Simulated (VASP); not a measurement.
Runs of VASP 6.6.1 on OAlClH2. The cell holds a molecule in a box, 5 atoms: a = 13.000 Å, b = 13.000 Å, c = 11.000 Å, α = 90.00°, β = 90.00°, γ = 90.00°. 

| task | level | potentials or basis | cutoff (eV) | grid for exact exchange (PRECFOCK) | exchange at q = 0 | gap on the mesh (eV) | largest force (eV/Å) |
| --- | --- | --- | --- | --- | --- | --- | --- |
| single point | r2SCAN | VASP PAW PBE potentials, release 64 (O_h, Al, Cl_h, H_h) | 900 | - | - | 6.84 | 0.09 |
| single point | PBE0+TS | VASP PAW PBE potentials, release 64 (O, Al, Cl, H) | 520 | Fast | truncated | 8.29 | 0.08 |
| single point | PBE | VASP PAW PBE potentials, release 64 (O, Al, Cl, H) | 520 | - | - | 6.12 | 0.60 |
| single point | SCAN | VASP PAW PBE potentials, release 64 (O, Al, Cl, H) | 520 | - | - | (a) | 0.20 |
| single point | BLYP+D3(BJ) | VASP PAW PBE potentials, release 64 (O, Al, Cl, H) | 520 | - | - | (b) | 0.65 |
| atomic charges | PBE+TS | VASP PAW PBE potentials, release 64 (O, Al, Cl, H) | 520 | - | - | 6.12 | 0.59 |

Alike in all rows: no spin polarisation; cell as given; k mesh 1 × 1 × 1; smearing gaussian 0.01 eV.

Problem. Fill in the values left out.

Solution. (a) 6.80; (b) 6.07.

Caveats: the PAW data sets were made with another functional, which shifts forces and pressure a little (some runs).

A k mesh can miss the band edges.

Not every run made on this cell is shown here.
